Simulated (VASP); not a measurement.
Runs of VASP 6.6.1 on SiCl4. The cell holds a molecule in a box, 5 atoms: a = 13.639 Å, b = 14.139 Å, c = 14.639 Å, α = 90.00°, β = 90.00°, γ = 90.00°. 

```tsv
task	level	cell	atoms held fixed (from 0)	gap on the mesh (eV)	largest force (eV/Å)
relaxation of the atoms	PBE+D3(BJ)	atoms relaxed	[0]	6.19	-
single point	PBE	as given	-	6.19	0.01
single point	RPBE	as given	-	6.24	0.20
single point	RPBE+D3(BJ)	as given	-	6.24	(a)
```

Alike in all rows: potentials or basis VASP PAW PBE potentials, release 64 (Si, Cl); no spin polarisation; k mesh 1 × 1 × 1; cutoff (eV) 400; smearing gaussian 0.01 eV.

Problem. Fill in the values left out.

Solution. (a) 0.14.

Caveats: the PAW data sets were made with another functional, which shifts forces and pressure a little (some runs).

